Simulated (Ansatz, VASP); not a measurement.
## Ge3H: VASP beside Ansatz

Aim: how closely do two programs agree when they are given the same cell, functional and k mesh? The cell is taken from a series of runs on this material, whose earlier steps may have relaxed, scaled, displaced or heated it; both programs get it as it stands.

Main program and level: Ansatz 0.2.0; plane waves, with VASP 6.6.1 beside it; single point at PBEsol.

**1. The structure**

The cell holds 16 atoms: 12 Ge and 4 H. Cell: a = 4.001 Å, b = 4.001 Å, c = 57.900 Å, α = 90.0°, β = 90.0°, γ = 90.0°. It derives from Ge. Vacuum lies along c.

Structure file:

```xyz
16
Lattice="4.0008 0.0000 0.0000 0.0000 4.0008 0.0000 0.0000 0.0000 57.9000" Properties=species:S:1:pos:R:3
Ge    0.0000    0.0000   21.2015
Ge    0.0000    2.0004   22.5847
Ge    2.0004    2.0004   23.9970
Ge    2.0004    0.0000   25.4097
Ge    0.0000    0.0000   26.8253
Ge    0.0000    2.0004   28.2417
Ge    2.0004    2.0004   29.6583
Ge    2.0004    0.0000   31.0747
Ge    0.0000    0.0000   32.4903
Ge    0.0000    2.0004   33.9030
Ge    2.0004    2.0004   35.3153
Ge    2.0004    0.0000   36.6985
H     1.2196    0.0000   20.2660
H     2.7812    0.0000   20.2660
H     0.7808    0.0000   37.6340
H     3.2200    0.0000   37.6340
```

**2. VASP: single point, PBEsol**

A single point gives forces, pressure and levels at one fixed geometry, so differences don't come from the geometry; what else differs is listed under the comparison.

Lines of VASP's logs that name or quote its potential files are left out, and so is its time.

INCAR

```
SYSTEM = Ge3H
PREC = Accurate
ENCUT = 410
EDIFF = 1E-06
NELM = 120
ISMEAR = -1
SIGMA = 0.02
LREAL = .FALSE.
ALGO = Normal
GGA = PS
NBANDS = 106
LORBIT = 11
LWAVE = .FALSE.
LCHARG = .FALSE.
ISIF = 2
LDIPOL = .TRUE.
IDIPOL = 3
DIPOL = 0.5 0.5 0.5
LVHAR = .TRUE.
LASPH = .TRUE.
GGA_COMPAT = .FALSE.
EFERMI = MIDGAP
NELMDL = -8
KPAR = 4
```

POSCAR

```
Ge3H
1.0
    4.0008101680      0.0000000000      0.0000000000
    0.0000000000      4.0008101680      0.0000000000
    0.0000000000      0.0000000000     57.9000000000
Ge H
12 4
Direct
    0.0000000000      0.0000000000      0.3661736490
    0.0000000000      0.5000000000      0.3900647098
    0.5000000000      0.5000000000      0.4144551672
    0.5000000000      0.0000000000      0.4388543151
    0.0000000000      0.0000000000      0.4633043648
    0.0000000000      0.5000000000      0.4877660113
    0.5000000000      0.5000000000      0.5122339887
    0.5000000000      0.0000000000      0.5366956352
    0.0000000000      0.0000000000      0.5611456849
    0.0000000000      0.5000000000      0.5855448328
    0.5000000000      0.5000000000      0.6099352902
    0.5000000000      0.0000000000      0.6338263510
    0.3048298095      0.0000000000      0.3500164872
    0.6951701905      0.0000000000      0.3500164872
    0.1951701905      0.0000000000      0.6499835128
    0.8048298095      0.0000000000      0.6499835128
```

KPOINTS

```
Automatic mesh
0
Gamma
6 6 1
0 0 0
```

The projector-augmented-wave data sets are Ge_d and H (PBE family, release 64).

The run is started by

```bash
> mpirun -np 4 vasp_std
```

Numbers of over 12 decimals in the logs are rounded to 6 here.

The program printed:

```text
[banner, memory and clock lines left out]
running    4 mpi-ranks, on    1 nodes
 distrk:  each k-point on    1 cores,    4 groups
 distr:  one band on    1 cores,    1 groups

 POSCAR found type information on POSCAR GeH
 POSCAR found :  2 types and      16 ions
|                                                                             |
|               ----> ADVICE to this user running VASP <----                  |
|                                                                             |
|     You enforced a specific xc type in the INCAR file but a different       |
|     [... a line on the potential file left out ...]
|     I HOPE YOU KNOW WHAT YOU ARE DOING!                                     |
|                                                                             |

 LDA part: xc-table for (Slater+PW92), standard interpolation
|                                                                             |
|           W    W    AA    RRRRR   N    N  II  N    N   GGGG   !!!           |
|           W    W   A  A   R    R  NN   N  II  NN   N  G    G  !!!           |
|           W    W  A    A  R    R  N N  N  II  N N  N  G       !!!           |
|           W WW W  AAAAAA  RRRRR   N  N N  II  N  N N  G  GGG   !            |
|           WW  WW  A    A  R   R   N   NN  II  N   NN  G    G                |
|           W    W  A    A  R    R  N    N  II  N    N   GGGG   !!!           |
|                                                                             |
|     One of the lattice vectors is very long (>50 A), but AMIN is rather     |
|     large. This can spoil convergence since charge sloshing might occur     |
|     along the long lattice vector. If problems with convergence are         |
|     observed, try to decrease AMIN to a smaller value (e.g. 0.01).          |
|     Note: This warning only applies if the self-consistency cycle is        |
|     used.                                                                   |
|                                                                             |

 POSCAR, INCAR and KPOINTS ok, starting setup
 FFT: planning ... GRIDC
 FFT: planning ... GRID_SOFT
 FFT: planning ... GRID
 WAVECAR not read
 entering main loop
       N       E                     dE             d eps       ncg     rms          rms(c)
DAV:   1     0.171492610435E+04    0.17149E+04   -0.78824E+04  4276   0.235E+03
DAV:   2     0.223154858720E+03   -0.14918E+04   -0.14406E+04  4312   0.598E+02
DAV:   3    -0.513057448557E+02   -0.27446E+03   -0.26963E+03  4764   0.208E+02
DAV:   4    -0.718434299478E+02   -0.20538E+02   -0.20395E+02  3816   0.660E+01
DAV:   5    -0.728792557078E+02   -0.10358E+01   -0.10350E+01  4894   0.149E+01
DAV:   6    -0.729013110892E+02   -0.22055E-01   -0.22053E-01  4396   0.198E+00
DAV:   7    -0.729021802328E+02   -0.86914E-03   -0.86912E-03  4912   0.392E-01
DAV:   8    -0.729022175004E+02   -0.37268E-04   -0.37267E-04  5046   0.695E-02    0.978E+00
DAV:   9    -0.716081185257E+02    0.12941E+01   -0.35224E-01  3984   0.103E+01    0.569E+00
DAV:  10    -0.710424978532E+02    0.56562E+00   -0.17787E+00  3718   0.920E+00    0.852E-01
DAV:  11    -0.710496282097E+02   -0.71304E-02   -0.29245E-01  3836   0.755E+00    0.557E-01
DAV:  12    -0.710491615037E+02    0.46671E-03   -0.46613E-02  4198   0.208E+00    0.319E-01
DAV:  13    -0.710501444559E+02   -0.98295E-03   -0.11954E-02  3782   0.169E+00    0.144E-01
DAV:  14    -0.710502635519E+02   -0.11910E-03   -0.34766E-03  3896   0.979E-01    0.701E-02
[...]
DAV:  23    -0.710518716819E+02   -0.10678E-03   -0.25286E-06  2606   0.255E-02    0.212E-03
DAV:  24    -0.710519087397E+02   -0.37058E-04   -0.25301E-06  2892   0.135E-02    0.776E-04
DAV:  25    -0.710519273791E+02   -0.18639E-04   -0.49105E-07  2460   0.626E-03    0.504E-04
DAV:  26    -0.710519522679E+02   -0.24889E-04   -0.96809E-07  2464   0.818E-03    0.344E-04
DAV:  27    -0.710519557658E+02   -0.34979E-05   -0.12587E-07  2520   0.324E-03    0.217E-04
DAV:  28    -0.710519596140E+02   -0.38482E-05   -0.89687E-08  2322   0.452E-03    0.108E-04
DAV:  29    -0.710519609526E+02   -0.13386E-05   -0.36620E-08  2410   0.163E-03    0.949E-05
DAV:  30    -0.710519616892E+02   -0.73661E-06   -0.22067E-08  2336   0.155E-03
   1 F= -.71051962E+02 E0= -.71051962E+02  d E =-.290036E-08
```

OUTCAR, selected parts (step 2):

```text
ion  position               nearest neighbor table
   1  0.000  0.000  0.366-  13 1.54  14 1.54   2 2.43   2 2.43
   2  0.000  0.500  0.390-   1 2.43   1 2.43   3 2.45   3 2.45
   3  0.500  0.500  0.414-   2 2.45   2 2.45   4 2.45   4 2.45
   4  0.500  0.000  0.439-   3 2.45   3 2.45   5 2.45   5 2.45
   5  0.000  0.000  0.463-   4 2.45   4 2.45   6 2.45   6 2.45
   6  0.000  0.500  0.488-   5 2.45   5 2.45   7 2.45   7 2.45
   7  0.500  0.500  0.512-   8 2.45   8 2.45   6 2.45   6 2.45
   8  0.500  0.000  0.537-   9 2.45   9 2.45   7 2.45   7 2.45
   9  0.000  0.000  0.561-  10 2.45  10 2.45   8 2.45   8 2.45
  10  0.000  0.500  0.586-  11 2.45  11 2.45   9 2.45   9 2.45
  11  0.500  0.500  0.610-  12 2.43  12 2.43  10 2.45  10 2.45
  12  0.500  0.000  0.634-  15 1.54  16 1.54  11 2.43  11 2.43
  13  0.305  0.000  0.350-   1 1.54
  14  0.695  0.000  0.350-   1 1.54
  15  0.195  0.000  0.650-  12 1.54
  16  0.805  0.000  0.650-  12 1.54

  LATTYP: Found a simple tetragonal cell.
 ALAT       =     4.0008101680
 C/A-ratio  =    14.4720687982

 Subroutine GETGRP returns: Found  8 space group operations
 (whereof  4 operations were pure point group operations)

The static configuration has the point symmetry C_2v.
 The point group associated with its full space group is D_2h.

 Found     16 irreducible k-points:

   k-points           NKPTS =     16   k-points in BZ     NKDIM =     16   number of bands    NBANDS=    106

   dimension x,y,z NGX =    28 NGY =   28 NGZ =  384
   dimension x,y,z NGXF=    56 NGYF=   56 NGZF=  768

   ENCUT  =  410.0 eV  30.13 Ry    5.49 a.u.   6.61  6.61 95.59*2*pi/ulx,y,z

   NELECT =     172.0000    total number of electrons

 k-points in reciprocal lattice and weights: Automatic mesh
   0.00000000  0.00000000  0.00000000       0.028
   0.16666667  0.00000000  0.00000000       0.056
   0.00000000  0.16666667  0.00000000       0.056
   0.33333333  0.00000000  0.00000000       0.056
   0.00000000  0.33333333  0.00000000       0.056
   0.50000000  0.00000000  0.00000000       0.028
   0.00000000  0.50000000  0.00000000       0.028
   0.16666667  0.16666667  0.00000000       0.111
   0.33333333  0.16666667  0.00000000       0.111
[...]
-0.33333333  0.50000000  0.00000000       0.056
   0.50000000  0.50000000  0.00000000       0.028

 dipolmoment           0.000000      0.000000      0.000000 electrons x Angstroem

 average (electrostatic) potential at core
       1 -80.2050       2 -80.4048       3 -80.4422       4 -80.4407       5 -80.4433
       6 -80.4440       7 -80.4440       8 -80.4433       9 -80.4407      10 -80.4422
      11 -80.4048      12 -80.2050      13 -38.0299      14 -38.0299      15 -38.0299
      16 -38.0299

 E-fermi :  -1.3482

 k-point     1 :       0.0000    0.0000    0.0000
  band No.  band energies     occupation
    ...
     82      -2.3920      2.00000
     83      -2.3344      2.00000
     84      -2.3278      2.00000
     85      -1.6954      2.00000
     86      -1.6871      2.00000
     87      -1.0171      0.00000
     88      -0.8204      0.00000
     89      -0.8106      0.00000
     90      -0.5299      0.00000
     91      -0.4239      0.00000
    ...

 k-point     2 :       0.1667    0.0000    0.0000
  band No.  band energies     occupation
    ...
     82      -2.9449      2.00000
     83      -2.5061      2.00000
     84      -2.3235      2.00000
     85      -2.1608      2.00000
     86      -1.7962      2.00000
     87      -0.4891      0.00000
     88      -0.2832      0.00000
     89      -0.2751      0.00000
     90      -0.1501      0.00000
     91       0.1225      0.00000
    ...

 k-point     3 :       0.0000    0.1667    0.0000
  band No.  band energies     occupation
    ...
     82      -2.9801      2.00000
     83      -2.6109      2.00000
     84      -2.3434      2.00000
     85      -2.2321      2.00000
     86      -1.8010      2.00000
     87      -0.4601      0.00000
     88      -0.3358      0.00000
     89      -0.2521      0.00000
     90      -0.0605      0.00000
     91       0.0922      0.00000
    ...

  Total        4.1219386      0.0129230     -0.9530834      0.0000000      0.0000000      0.0000000
  in kB        7.1258659      0.0223409     -1.6476578      0.0000000      0.0000000      0.0000000
  external PRESSURE =       1.8335163 kB  Pullay stress =       0.0000000 kB

  energy-cutoff  :      410.00
  volume of cell :      926.78
      direct lattice vectors                 reciprocal lattice vectors
     4.000810168  0.000000000  0.000000000     0.249949375  0.000000000  0.000000000
     0.000000000  4.000810168  0.000000000     0.000000000  0.249949375  0.000000000
     0.000000000  0.000000000 57.900000000     0.000000000  0.000000000  0.017271157

 POSITION                                       TOTAL-FORCE (eV/Angst)
 -----------------------------------------------------------------------------------
      0.00000      0.00000     21.20145         0.000000      0.000000     -0.020034
      0.00000      2.00041     22.58475         0.000000      0.000000      0.001442
      2.00041      2.00041     23.99695         0.000000      0.000000     -0.003771
      2.00041      0.00000     25.40966         0.000000      0.000000     -0.000324
      0.00000      0.00000     26.82532         0.000000      0.000000      0.002032
      0.00000      2.00041     28.24165         0.000000      0.000000      0.001679
      2.00041      2.00041     29.65835         0.000000      0.000000     -0.001679
      2.00041      0.00000     31.07468         0.000000      0.000000     -0.002032
      0.00000      0.00000     32.49034         0.000000      0.000000      0.000324
      0.00000      2.00041     33.90305         0.000000      0.000000      0.003771
      2.00041      2.00041     35.31525         0.000000      0.000000     -0.001442
      2.00041      0.00000     36.69855         0.000000      0.000000      0.020034
      1.21957      0.00000     20.26595        -0.015101      0.000000      0.011092
      2.78124      0.00000     20.26595         0.015101      0.000000      0.011092
      0.78084      0.00000     37.63405         0.015101      0.000000     -0.011092
      3.21997      0.00000     37.63405        -0.015101      0.000000     -0.011092
 -----------------------------------------------------------------------------------
    total drift:                                0.000000      0.000000      0.000000

  FREE ENERGIE OF THE ION-ELECTRON SYSTEM (eV)
  ---------------------------------------------------
  free  energy   TOTEN  =       -71.0519616892 eV

  energy  without entropy=      -71.0519616863  energy(sigma->0) =      -71.05196169

 vacuum level on the upper side and lower side of the slab         2.703         2.703

 total charge
# of ion       s       p       d       tot
------------------------------------------
    1        1.104   1.415  10.051  12.569
    2        1.115   1.289  10.022  12.426
    3        1.121   1.266  10.024  12.412
    4        1.124   1.264  10.024  12.412
    5        1.125   1.261  10.024  12.410
    6        1.126   1.261  10.024  12.410
    7        1.126   1.261  10.024  12.410
    8        1.125   1.261  10.024  12.410
    9        1.124   1.264  10.024  12.412
   10        1.121   1.266  10.024  12.412
   11        1.115   1.289  10.022  12.426
   12        1.104   1.415  10.051  12.569
   13        0.535   0.016   0.000   0.551
   14        0.535   0.016   0.000   0.551
   15        0.535   0.016   0.000   0.551
   16        0.535   0.016   0.000   0.551
--------------------------------------------------
tot         15.570  15.575 120.337 151.481

[... 3 further parts left out ...]
```

(Part 1 of 2 ends here.)

[Lines on the potential files, build, host, timing and source positions are cut from VASP's logs without a mark.]

[Logs are printed without paths, hosts, clocks, repeated set-up lines and the standing remarks that a program may print on its own settings, such as how far it seeks lower states.]

[Hosts, paths, dates, database ids (printed as entryN), source tags and the programs' standing remarks are cut or masked in the printed files.]
